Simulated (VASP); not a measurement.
A convergence study with VASP on Co (hcp): one setting is varied, all else stays as given below, so the limit is that of these other settings. Each run relaxes cell and ions from the cell shown.

```xyz
2
Lattice="1.2550 -2.1737 0.0000 1.2550 2.1737 0.0000 0.0000 0.0000 4.0700" Properties=species:S:1:pos:R:3 pbc="T T T"
Co     1.2550     0.7246     1.0175
Co     1.2550    -0.7246     3.0525
```
Starting moments (μB, in the order of the record's atoms Co Co): 1.8 1.8.

Level of theory: PBE GGA, VASP's PBE PAW potentials (set 64) (plane waves; VASP). The tightest run used: 550 eV cut-off, 22×22×12 Γ-centred mesh, first-order Methfessel-Paxton smearing of 0.10 eV, potentials Co.

Problem. The settings run are 2×2×1 mesh; 3×3×2 mesh; 4×4×2 mesh; 5×5×3 mesh; 6×6×3 mesh; 7×7×4 mesh; 8×8×4 mesh; 9×9×5 mesh; 10×10×5 mesh; 11×11×6 mesh; 12×12×6 mesh; 13×13×7 mesh; 15×15×8 mesh; 16×16×8 mesh; 17×17×9 mesh; 18×18×9 mesh; 19×19×10 mesh; 20×20×11 mesh; 21×21×11 mesh; 22×22×12 mesh. From which on does the relaxed volume stay within 0.1 Å³/atom of the tightest run?

Solution. From 6×6×3 mesh on: it is off by 0.032 there and by no more than 0.1 in any finer run, while 5×5×3 mesh is off by 0.148.
```json
[
 {"setting": "2×2×1 mesh", "relaxed volume (Å³/atom)": "10.771", "E (eV/atom)": "-6.7220", "moment (μB)": "2.500", "irreducible k-points": "2", "difference judged (Å³/atom)": "0.045"},
 {"setting": "3×3×2 mesh", "relaxed volume (Å³/atom)": "10.894", "E (eV/atom)": "-6.9520", "moment (μB)": "3.000", "irreducible k-points": "6", "difference judged (Å³/atom)": "0.078"},
 {"setting": "4×4×2 mesh", "relaxed volume (Å³/atom)": "10.910", "E (eV/atom)": "-7.0227", "moment (μB)": "3.375", "irreducible k-points": "8", "difference judged (Å³/atom)": "0.093"},
 {"setting": "5×5×3 mesh", "relaxed volume (Å³/atom)": "10.965", "E (eV/atom)": "-7.0147", "moment (μB)": "3.584", "irreducible k-points": "10", "difference judged (Å³/atom)": "0.148"},
 {"setting": "6×6×3 mesh", "relaxed volume (Å³/atom)": "10.849", "E (eV/atom)": "-7.0720", "moment (μB)": "3.339", "irreducible k-points": "14", "difference judged (Å³/atom)": "0.032"},
 {"setting": "7×7×4 mesh", "relaxed volume (Å³/atom)": "10.792", "E (eV/atom)": "-7.0179", "moment (μB)": "3.135", "irreducible k-points": "24", "difference judged (Å³/atom)": "0.025"},
 {"setting": "8×8×4 mesh", "relaxed volume (Å³/atom)": "10.806", "E (eV/atom)": "-7.0412", "moment (μB)": "3.183", "irreducible k-points": "30", "difference judged (Å³/atom)": "0.011"},
 {"setting": "9×9×5 mesh", "relaxed volume (Å³/atom)": "10.765", "E (eV/atom)": "-7.0334", "moment (μB)": "3.067", "irreducible k-points": "36", "difference judged (Å³/atom)": "0.052"},
 {"setting": "10×10×5 mesh", "relaxed volume (Å³/atom)": "10.873", "E (eV/atom)": "-7.0319", "moment (μB)": "3.336", "irreducible k-points": "42", "difference judged (Å³/atom)": "0.056"},
 {"setting": "11×11×6 mesh", "relaxed volume (Å³/atom)": "10.774", "E (eV/atom)": "-7.0388", "moment (μB)": "3.101", "irreducible k-points": "64", "difference judged (Å³/atom)": "0.043"},
 {"setting": "12×12×6 mesh", "relaxed volume (Å³/atom)": "10.854", "E (eV/atom)": "-7.0313", "moment (μB)": "3.284", "irreducible k-points": "76", "difference judged (Å³/atom)": "0.037"},
 {"setting": "13×13×7 mesh", "relaxed volume (Å³/atom)": "10.816", "E (eV/atom)": "-7.0361", "moment (μB)": "3.204", "irreducible k-points": "84", "difference judged (Å³/atom)": "0.001"},
 {"setting": "15×15×8 mesh", "relaxed volume (Å³/atom)": "10.832", "E (eV/atom)": "-7.0367", "moment (μB)": "3.247", "irreducible k-points": "135", "difference judged (Å³/atom)": "0.015"},
 {"setting": "16×16×8 mesh", "relaxed volume (Å³/atom)": "10.792", "E (eV/atom)": "-7.0363", "moment (μB)": "3.142", "irreducible k-points": "150", "difference judged (Å³/atom)": "0.025"},
 {"setting": "17×17×9 mesh", "relaxed volume (Å³/atom)": "10.828", "E (eV/atom)": "-7.0358", "moment (μB)": "3.234", "irreducible k-points": "165", "difference judged (Å³/atom)": "0.011"},
 {"setting": "18×18×9 mesh", "relaxed volume (Å³/atom)": "10.801", "E (eV/atom)": "-7.0357", "moment (μB)": "3.159", "irreducible k-points": "185", "difference judged (Å³/atom)": "0.016"},
 {"setting": "19×19×10 mesh", "relaxed volume (Å³/atom)": "10.824", "E (eV/atom)": "-7.0351", "moment (μB)": "3.219", "irreducible k-points": "240", "difference judged (Å³/atom)": "0.007"},
 {"setting": "20×20×11 mesh", "relaxed volume (Å³/atom)": "10.814", "E (eV/atom)": "-7.0365", "moment (μB)": "3.198", "irreducible k-points": "264", "difference judged (Å³/atom)": "0.003"},
 {"setting": "21×21×11 mesh", "relaxed volume (Å³/atom)": "10.804", "E (eV/atom)": "-7.0347", "moment (μB)": "3.166", "irreducible k-points": "288", "difference judged (Å³/atom)": "0.013"},
 {"setting": "22×22×12 mesh", "relaxed volume (Å³/atom)": "10.817", "E (eV/atom)": "-7.0361", "moment (μB)": "3.203", "irreducible k-points": "364", "difference judged (Å³/atom)": "0.000"}
]
```

Left out are rungs that failed or repeat a setting and relaxations that didn't move; long series are thinned to 24 rows.

The compound is Co in the hcp structure. The spin order is the one that the start imposed; others were not tried in this run.
